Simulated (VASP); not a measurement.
Data:

```xyz
2
Lattice="0.0000 2.6024 2.6024 2.6024 0.0000 2.6024 2.6024 2.6024 0.0000" Properties=species:S:1:pos:R:3 pbc="T T T"
Sr     0.0000     0.0000     0.0000
O      2.6024     2.6024     2.6024
```

These are PBE GGA with spin-orbit coupling, VASP's PBE PAW potentials (set 64) (plane waves; VASP) values and carry that method's errors. Settings: 520 eV cut-off, 8×8×8 Γ-centred mesh, Gaussian smearing of 0.050 eV, potentials Sr_sv O.

Problem. Give the energies of bands 11 to 23 at the high-symmetry points, in eV from the valence-band maximum.

Solution. 
```
band      Γ      X      U      L      W
----  -----  -----  -----  -----  -----
11    -0.06  -0.52  -0.96  -2.12  -1.09
12    -0.06  -0.52  -0.96  -2.12  -1.09
13     0.00  -0.16  -0.58  -1.10  -0.53
14     0.00  -0.16  -0.58  -1.10  -0.53
15     0.00  -0.09  -0.53  -1.08  -0.45
16     0.00  -0.09  -0.53  -1.08  -0.45
17     3.71   3.26   4.71   6.37   5.90
18     3.71   3.26   4.71   6.37   5.90
19     6.10   7.51   7.70   8.14   5.90
20     6.10   7.51   7.70   8.14   5.90
21     6.10   9.91   8.43   8.59   8.33
22     6.10   9.91   8.43   8.59   8.33
23     6.13  10.04   9.89   8.64  10.80
```

The gap is indirect, 3.26 eV, from the valence maximum at Γ to the conduction minimum at X.

The compound is SrO in the rock salt structure. It was relaxed first.
